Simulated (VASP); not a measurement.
Given:

```xyz
6
Lattice="-2.2144 2.2144 3.3616 2.2144 -2.2144 3.3616 2.2144 2.2144 -3.3616" Properties=species:S:1:pos:R:3 pbc="T T T"
B      0.0000     2.2144     1.6808
P      0.0000     0.0000     0.0000
O      0.5847     1.1446     0.8537
O      1.6297     1.0699     4.2153
O      3.2843     0.5847    -0.8537
O     -1.0699     1.6297     2.5079
```

These are PBE GGA, VASP's PBE PAW potentials (set 64) (plane waves; VASP) values and carry that method's errors. Settings: 520 eV cut-off, 8×8×8 Γ-centred mesh, tetrahedra with Blöchl corrections, potentials B P O.

The cores are frozen, which limits the accuracy of field gradients.

Question: Give the principal components of the electric field gradient (V/Å²) and the asymmetry η at each nucleus.

Answer: 
| atom | Vxx | Vyy | Vzz | η |
|---|---|---|---|---|
| B1 | 0.4 | 0.4 | -0.7 | 0.00 |
| P2 | 2.3 | 2.3 | -4.6 | 0.00 |
| O3 | -82.3 | -42.7 | 125.1 | 0.32 |
| O4 | -82.3 | -42.7 | 125.1 | 0.32 |
| O5 | -82.3 | -42.7 | 125.1 | 0.32 |
| O6 | -82.3 | -42.7 | 125.1 | 0.32 |

The compound is BPO4 in the sg82 structure. It was relaxed first, which changed the volume by +5 %.
